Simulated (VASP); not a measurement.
Here is the system:

```xyz
2
Lattice="0.0000 3.1381 3.1381 3.1381 0.0000 3.1381 3.1381 3.1381 0.0000" Properties=species:S:1:pos:R:3 pbc="T T T"
Pb     0.0000     0.0000     0.0000
Se     3.1381     3.1381     3.1381
```

Calculation: LDA (Ceperley-Alder, Perdew-Zunger), VASP's LDA PAW potentials (set 64) (plane waves; VASP 6.6.1). Numerical set-up: 300 eV cut-off, 9×9×9 Γ-centred mesh, Gaussian smearing of 0.050 eV, potentials Pb_d Se.

At this cut-off the stress carries a Pulay error, which pulls relaxed volumes low.

Q: Give the stress tensor in GPa (positive for a compressed cell).

A: 
```
-5.40   0.00   0.00
 0.00  -5.40   0.00
 0.00   0.00  -5.40
```
The pressure is its mean diagonal, -5.40 GPa.

The structure comes from a computed database's PbSe entry; how it stands against other phases isn't given here. The cell was not relaxed at this level.
